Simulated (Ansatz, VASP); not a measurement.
# K: VASP beside Ansatz

Wanted: the spread between two codes on one cell, functional and k mesh. Of the first pair: The structure shown is the end of the Ansatz relaxation below.

Calculated with Ansatz 0.2.0; plane waves, with VASP 6.6.1 beside it; LDA.

### 1. The structure

The cell holds 6 atoms: 6 K. Its edges and angles: a = 4.499 Å, b = 7.229 Å, c = 41.757 Å, α = 90.0°, β = 90.0°, γ = 90.0°. It derives from K. Vacuum lies along c. The height across the vacuum is the one that the program set for its solve, not the one typed.

### 2. Ansatz: relaxation, LDA

Ansatz runs on its PAW soft_1 files.

This run makes the geometry at which the two programs are then compared.

Input file input.yaml:

```yaml
crystal:
  lattice:
    - [4.4994420384, 0.0, 0.0]
    - [0.0, 7.2285747742, 0.0]
    - [0.0, 0.0, 40.2027392314]
  atoms:
    - { symbol: K, position: [0.0, 0.0, 0.1423525418] }
    - { symbol: K, position: [0.5, 0.5, 0.1730381684] }
    - { symbol: K, position: [0.0, 0.5, 0.2699951131] }
    - { symbol: K, position: [0.5, 0.0, 0.2380453933] }
    - { symbol: K, position: [0.0, 0.0, 0.3350023381] }
    - { symbol: K, position: [0.5, 0.5, 0.3656879647] }
  periodic: [true, true, false]
kpoints:
  mp_grid: { grid: [8, 6, 1] }
hamiltonian:
  xc: lda
  pseudopotentials: { kind: paw, azcp: { folder: soft_1 }, xc_functional: pbe }
scf:
  occupations: { method: methfessel_paxton, width: 0.2 }
output:
  forces: true
  stress: true
  eigenvalues: true
relax:
  adjacent_minimum: "off"
  f_tol: 0.001
  max_steps: 60
  cell: { stress_2d_tol: 0.002 }
```

Launch:

```console
ansatz run input.yaml --threads 4 --pin off --max-ram 16384MiB --backend cpu --events-out ev --progress --plain --runs-dir out
```

Numbers of over 12 decimals in the logs are rounded to 6 here.

Output:

```text
Warning: crystal.periodic: the lattice vector that does not repeat stood 0.000° off the slab's normal, 40.203 Å along it as the deck builds it. The run solves the slab on a vector along the normal, 41.757 Å long, with every atom where it was (on the deck's vector they left 31.22 Å outside them, and the widest stretch free of ions among them is 2.61 Å). A fractional position that the run reports is one of the run's ce [...]
crystal.periodic: the lattice vector that does not repeat stood 0.000° off the slab's normal, 40.203 Å along it as the deck builds it. The run solves the slab on a vector along the normal, 41.757 Å long, with every atom where it was (on the deck's vector they left 31.22 Å outside them, and the widest stretch free of ions among them is 2.61 Å). A fractional position that the run reports is one of the run's cell, which [...]
Engine: ansatz 0.2.0, aarch64-unknown-linux-gnu
Pseudopotentials: kind: paw
Pseudopotential: K, paw, valence charge 9, recommended cutoff 420 eV (normal), soft_1/K.paw.azcp
Functional definition: SPW92
  exchange = slater_x
  correlation = pw_c
Crystal: 6 atoms, lattice volume = 1358.141 Å³
Basis set: ecut = 420 eV, 26577 PW (Γ)
Bands: 33, of which v1, the nominal top of the filled ones, is band 27 counted from 1 (26 counted from 0)
Symmetry: 8 space group operations
Space group: Pmmn (ITA 59), of the structure as read, at distance tolerance 1.1e-4 Å
k-points: 20 of 48
Non-local potential: K, projectors of the file, l = 0: 3, l = 1: 2, l = 2: 2
PAW form: soft (Blöchl's): semilocal exchange-correlation on the pseudo side does not see the compensation charge
PAW frozen core: K, regenerated for the run's functional, and the local potential with it (the file was generated under x = pbe(κ = 0.804, μ = 0.219515), c = pbe(β = 0.066725))
PAW one-centre angular grid: K, 110 points (default); XC on 64 Gauss nodes
Initial density: superposition of atomic densities (neutral atoms: chi_scale 0, normalization atom)
Initial wavefunctions: pseudopotential atomic-orbital guess
Functional: x = slater, c = lda
SCF iter   1: F=—  HF=-8977.287228 eV  |F-HF|=—  |Δ(HF+E_count)|=         —  Δρ=3.27e-3  dr2=1.92e0  ethr=3.10e-3  ⟨swp⟩=15.2  Hψ=4476  notcnv=0
preconditioner: auto → LDOS  [metal: Δε(μ)=0.078 eV  Ē_g=1.907 eV  σ=0.200 eV  W_gap=0.31  n_scr=76 (ndim 8)  ℏωp=2.5 eV  f_vac=0.656  D(μ)=3.73/eV (n_scr^D=8)  β→1.0]
SCF iter   2: F=—  HF=-8976.989582 eV  |F-HF|=—  |Δ(HF+E_count)|=   2.98e-1  S|Δr|=    0.00e0  Δρ=2.01e-3  dr2=1.46e-1  ethr=3.10e-3  ⟨swp⟩=4.0  Hψ=1359  notcnv=0  defer=4
SCF iter   3: F=—  HF=-8976.971658 eV  |F-HF|=—  |Δ(HF+E_count)|=   1.79e-2  S|Δr|=    0.00e0  Δρ=1.06e-3  dr2=3.54e-2  ethr=2.71e-4  ⟨swp⟩=2.0  Hψ=1096  notcnv=0  defer=4
[...]
SCF iter   6: F=—  HF=-8976.964143 eV  |F-HF|=—  |Δ(HF+E_count)|=   1.88e-5  S|Δr|=    0.00e0  Δρ=1.12e-5  dr2=4.15e-6  ethr=2.11e-7  ⟨swp⟩=2.2  Hψ=1094  notcnv=0  defer=4
SCF iter   7: F=—  HF=-8976.964176 eV  |F-HF|=—  |Δ(HF+E_count)|=   3.24e-5  S|Δr|=    0.00e0  Δρ=5.55e-6  dr2=4.97e-7  ethr=7.69e-9  ⟨swp⟩=2.8  Hψ=1018  notcnv=0  defer=4
iter 8 did not close the SCF: its close was put off until two iterations running show no level that it waits for move by more than its bar (scf_convergence_deferred on its scf_iter line)
SCF iter   8: F=-8976.964176 eV  HF=-8976.964176 eV  |F-HF|=5.24e-8  |Δ(HF+E_count)|=   4.55e-8  S|Δr|=    0.00e0  Δρ=1.35e-6  dr2=8.71e-8  ethr=1.85e-10  ⟨swp⟩=15.6  Hψ=3859  notcnv=0
iter 9 did not close the SCF: its close was put off until two iterations running show no level that it waits for move by more than its bar (scf_convergence_deferred on its scf_iter line)
SCF iter   9: F=-8976.964176 eV  HF=-8976.964176 eV  |F-HF|=1.45e-9  |Δ(HF+E_count)|=  1.13e-10  S|Δr|=    0.00e0  Δρ=2.68e-7  dr2=2.11e-9  ethr=1.61e-10  ⟨swp⟩=2.1  Hψ=2215  notcnv=0
SCF iter  10: F=-8976.964176 eV  HF=-8976.964176 eV  |F-HF|=6.55e-11  |Δ(HF+E_count)|=   1.89e-9  S|Δr|=    0.00e0  Δρ=6.22e-8  dr2=1.64e-10  ethr=3.90e-12  ⟨swp⟩=1.1  Hψ=1484  notcnv=0
SCF 1 converged in 10 iterations: F = -8976.964176 eV  dr2 = 1.64e-10
  greatest PAW one-centre occupation: 0.986 electrons in one spin orbital (limit 2), on the K atom at site 5 (counted from 0), in its partial waves of l = 0
relax step   1: F+E_penalty+E_count = -8976.96417575 eV  Δ(F+E_penalty+E_count) = +0.000e0 eV  max|allowed force component| = 8.762e-5 eV/Å  Δτ_max = 0.0000 Å  P = -0.001 N/m  Ω = 1358.141 Å³  fix = [c, alpha, beta]  reactions: c +0.000 N/m  (10 SCF iters, dr2 threshold 1.00e-7 eV, accepted)
Initial density: handed on by an earlier stage of this run
Initial wavefunctions: pseudopotential atomic-orbital guess (no wavefunctions were taken with the density)
[...]
eigensolver tolerance schedule: the retry pair's looser diagonalisation over-reported the residual by 8199.10 of it (diagonalisation noise at an unbounded share of the residual, at the tolerance the schedule requests for it); recorded, not acted on — ethr = c·dr2/N_el stays at c = 1.0e-1
preconditioner: auto → LDOS  [metal: Δε(μ)=0.026 eV  Ē_g=1.821 eV  σ=0.200 eV  W_gap=0.11  n_scr=76 (ndim 8)  ℏωp=2.5 eV  f_vac=0.670  D(μ)=3.80/eV (n_scr^D=8)  β→1.0]
SCF iter   2: F=—  HF=-8976.964176 eV  |F-HF|=—  |Δ(HF+E_count)|=   4.18e-5  S|Δr|=    0.00e0  Δρ=7.26e-6  dr2=5.23e-7  ethr=5.69e-10  ⟨swp⟩=5.3  Hψ=2228  notcnv=0
SCF iter   3: F=—  HF=-8976.964176 eV  |F-HF|=—  |Δ(HF+E_count)|=   1.30e-7  S|Δr|=    0.00e0  Δρ=3.42e-6  dr2=7.68e-8  ethr=5.69e-10  ⟨swp⟩=2.8  Hψ=1312  notcnv=0
SCF iter   4: F=—  HF=-8976.964176 eV  |F-HF|=—  |Δ(HF+E_count)|=   1.09e-8  S|Δr|=    0.00e0  Δρ=2.37e-6  dr2=4.45e-8  ethr=1.42e-10  ⟨swp⟩=1.0  Hψ=660  notcnv=0
SCF iter   5: F=—  HF=-8976.964176 eV  |F-HF|=—  |Δ(HF+E_count)|=   7.78e-9  S|Δr|=    0.00e0  Δρ=1.56e-6  dr2=1.97e-8  ethr=8.24e-11  ⟨swp⟩=1.0  Hψ=660  notcnv=0
SCF iter   6: F=—  HF=-8976.964176 eV  |F-HF|=—  |Δ(HF+E_count)|=   2.60e-9  S|Δr|=    0.00e0  Δρ=1.18e-6  dr2=1.13e-8  ethr=3.64e-11  ⟨swp⟩=1.0  Hψ=660  notcnv=0
SCF iter   7: F=—  HF=-8976.964176 eV  |F-HF|=—  |Δ(HF+E_count)|=   2.78e-9  S|Δr|=    0.00e0  Δρ=5.35e-7  dr2=2.33e-9  ethr=2.10e-11  ⟨swp⟩=1.1  Hψ=661  notcnv=0
SCF iter   8: F=—  HF=-8976.964176 eV  |F-HF|=—  |Δ(HF+E_count)|=  1.06e-10  S|Δr|=    0.00e0  Δρ=4.75e-7  dr2=1.81e-9  ethr=4.32e-12  ⟨swp⟩=1.2  Hψ=666  notcnv=0
SCF iter   9: F=—  HF=-8976.964176 eV  |F-HF|=—  |Δ(HF+E_count)|=  4.47e-10  S|Δr|=    0.00e0  Δρ=1.83e-7  dr2=2.60e-10  ethr=3.35e-12  ⟨swp⟩=2.5  Hψ=1105  notcnv=0
SCF iter  10: F=—  HF=-8976.964176 eV  |F-HF|=—  |Δ(HF+E_count)|=  1.13e-10  S|Δr|=    0.00e0  Δρ=3.19e-9  dr2=3.18e-13  ethr=4.82e-13 (applied; sched 1.00e-12)  ⟨swp⟩=2.4  Hψ=1153  notcnv=0
SCF iter  11: F=-8976.964176 eV  HF=-8976.964176 eV  |F-HF|=6.00e-11  |Δ(HF+E_count)|=  1.09e-11  S|Δr|=    0.00e0  Δρ=1.07e-9  dr2=4.18e-14  ethr=1.00e-12  ⟨swp⟩=9.8  Hψ=2836  notcnv=0
SCF 2 converged in 11 iterations: F = -8976.964176 eV  dr2 = 4.18e-14
relax step   2: F+E_penalty+E_count = -8976.96417575 eV  Δ(F+E_penalty+E_count) = +3.092e-11 eV  max|allowed force component| = 8.886e-5 eV/Å  Δτ_max = 0.0000 Å  P = -0.001 N/m  Ω = 1358.141 Å³  fix = [c, alpha, beta]  reactions: c +0.000 N/m  stress off target by 7.98e-4 N/m on what of the cell is left free  SCF on the basis re-selected at this cell (its energy is not comparable with the rows above)  (11 SCF iters)
basis re-selected at this cell: Δ(F+E_penalty+E_count) = +3.092e-11 eV, ΔP = -0.000 N/m vs the last step (what re-selecting the basis moved, of the pressure what is left beyond the Pulay correction that the steps carried, after the strain that the cell walked since its last selection, with what the two solves' SCF thresholds leave and, on support functions, any second-order correction that the steps lacked; it is no  [...]
SCF converged after 11 iterations
Stability not checked: this state was not tested for a lower state beside it, because cold or Methfessel-Paxton smearing, or corrected tetrahedra, fill the levels in a way that the test cannot read (fill_not_monotonic; see scf.lower_state_search)
Free energy (F): -8976.964176 eV
Harris-Foulkes:  -8976.964176 eV  (|F-HF|=6.00e-11)
Internal energy: -8976.970467 eV  (E = F + TS)
E sigma→0 (E₀):  -8976.965749 eV
Entropy (-TS):   0.006292 eV (1.049 meV/atom)
Fermi energy:    -2.486909 eV
--- Per-component energies (eV) ---
  E_band       = -1082.395673
  E_kinetic    = 1514.440772
  E_local      = -58582.274705  (includes V_loc(G=0)·N_el)
  E_nonlocal   = 95.677288
  E_hartree    = 28523.673385
  E_xc         = -789.076679
  E_vxc        = -970.729148  (∫ρ·V_xc dr)
  E_paw        = -4458.234422  (= ΣΔE_a)
  E_vpaw       = -186.856635  (= ΣTr[D̂ρ^β])
  E_aug_tail   = -0.000025  (compensation charges beyond the density's cutoff)
  E_ewald      = 24717.278918
  E_core_change = 1.545001  (= ΣΔE_core)
  E_smearing   = 0.006292  (= −TS)
  E_closure    = 0.000000  (closes the sum)
  Σ components = -8976.964176   (vs F -8976.964176, Δ=0.00e0)
--- Forces (eV/Å), atoms counted from 1 ---
  atom   1  K     -0.00000000     0.00000000    -0.00006516
  atom   2  K      0.00000000     0.00000000     0.00000417
  atom   3  K     -0.00000000     0.00000000     0.00008886
  atom   4  K      0.00000000     0.00000000    -0.00008886
  atom   5  K     -0.00000000     0.00000000    -0.00000417
  atom   6  K     -0.00000000     0.00000000     0.00006516
  max |Σ_I F_I| component: 2.98e-22 eV/Å
--- 2D stress c σ (N/m, compression-positive) ---
       -0.000798       0.000000       0.000000
        0.000000      -0.000634       0.000000
        0.000000       0.000000       0.000000
  P = ½ c Tr σ = -0.0007 N/m
--- Band table (eV; the first three rows and the last of 20) ---
  k-point 0: bands = [... 23 lower, -17.8782, -4.6776, -4.1118, -3.2304, -2.1526, -1.9461, -1.6745 (-1.6745°), -1.3966, ... 2 higher]
  k-point 1: bands = [... 23 lower, -17.8797, -4.5837, -4.0220, -3.1493, -2.5907, -2.0860, -2.0849, -1.3178 (-1.3178°), ... 2 higher]
  k-point 2: bands = [... 23 lower, -17.8839, -4.3073, -3.7594, -3.2736, -2.9383, -2.7156, -2.0825, -1.7377, ... 2 higher]
  k-point 19: bands = [... 23 lower, -17.8981, -2.1159, -2.1159, -2.0411, -2.0411, -1.7559, -1.7559, -1.4673, ... 2 higher]
  ° read free of the cell's end (the report's vacuum.weakly_bound_levels)
--- Relaxed structure (1 steps of the walk, 1 accepted, 1 SCFs on fresh bases) ---
  F+E_penalty+E_count = -8976.96417575 eV   max|allowed force component| = 8.886e-5 eV/Å   (the final SCF, on the basis selected at the relaxed cell)
  cell:  # Å, volume = 1358.1405 Å³
    - [4.4994420384, 0.0, 0.0]
    - [0.0, 7.2285747742, 0.0]
    - [0.0, 0.0, 41.757392]
  atoms:
    - { symbol: K, position: [0.0, 0.0, 0.137053] }
    - { symbol: K, position: [0.5, 0.5, 0.166596] }
    - { symbol: K, position: [0.0, 0.5, 0.259943] }
    - { symbol: K, position: [0.5, 0.0, 0.229183] }
    - { symbol: K, position: [0.0, 0.0, 0.322530] }
    - { symbol: K, position: [0.5, 0.5, 0.352073] }
```

(Continued in part 2 of 2.)

[Lines on the potential files, build, host, timing and source positions are cut from VASP's logs without a mark.]

[Logs are printed without paths, hosts, clocks, repeated set-up lines and the standing remarks that a program may print on its own settings, such as how far it seeks lower states.]

[Hosts, paths, dates, database ids (printed as entryN), source tags and the programs' standing remarks are cut or masked in the printed files.]
